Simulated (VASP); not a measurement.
Data:

```
Tb
1.0
    1.78460    -3.12860     0.00000
    1.78460     3.12860     0.00000
    0.00000     0.00000     5.61843
Tb
2
Cartesian
  1.78460   1.04287   1.40461
  1.81167  -1.04287   4.21382
```

These are PBE GGA, VASP's PBE PAW potentials (set 64) (plane waves; VASP 6.6.1) values and carry that method's errors. Settings: 400 eV cut-off, 8×8×4 Monkhorst-Pack mesh, first-order Methfessel-Paxton smearing of 0.10 eV, potentials Tb_3.

The 4f electrons are frozen in the core of the lanthanide potential, so 4f levels, which can set the real gap, and their magnetism are missing.

Task: Give the force on each atom (eV/Å).

Result: 
```
atom      Fx      Fy     Fz
----  ------  ------  -----
Tb1    0.043  -0.027  0.000
Tb2   -0.043   0.027  0.000
```

Task: Give the stress tensor in GPa (positive for a compressed cell).

Result: 
```
 1.61  -0.14   0.00
-0.14   0.41   0.00
 0.00   0.00   1.00
```
The pressure is its mean diagonal, 1.01 GPa.

The compound is Tb in the hcp structure. The cell was not relaxed at this level, atoms are displaced from their ideal sites. The run is one of a series of settings (KPOINTS 8×8×4 Monkhorst-Pack mesh against the base run), some of them coarse on purpose.
